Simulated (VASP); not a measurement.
Consider the following.

```
CELL_PARAMETERS angstrom
      2.54251     0.00000     0.00000
      0.00000     2.54251     0.00000
      0.00000     0.00000     2.54251
ATOMIC_POSITIONS crystal
  Ni 0.00000 0.00000 0.00000
  N  0.50000 0.50000 0.50000
```

Computed with PBE GGA, VASP's PBE PAW potentials (set 64) (plane waves; VASP 6.6.1). Run with 520 eV cut-off, Gaussian smearing of 0.050 eV, potentials Ni N.

Task: Give the energies of bands 2 to 10 at the high-symmetry points, in eV from the Fermi level.

Result: 
| band | Γ | X | M | R |
|---|---|---|---|---|
| 2 | -3.42 | -8.65 | -5.73 | -6.61 |
| 3 | -3.42 | -3.27 | -5.73 | -6.61 |
| 4 | -1.09 | -3.27 | -3.02 | -6.61 |
| 5 | -1.09 | -2.99 | -1.75 | -0.39 |
| 6 | -1.09 | -0.99 | -1.75 | -0.39 |
| 7 | -0.88 | -0.34 | -1.02 | 1.75 |
| 8 | -0.88 | 2.13 | -0.43 | 1.75 |
| 9 | -0.88 | 2.13 | 0.56 | 1.75 |
| 10 | 4.96 | 9.37 | 6.09 | 6.89 |

It has no gap at this level: it comes out as a metal or semimetal.

The structure was generated: NiN was put into the CsCl type type (Pm-3m), which need not be its known phase. It was relaxed first. The run is not spin-polarised, so no magnetic state was tried. The electron count is odd and the run is not spin-polarised, which forces a metal.
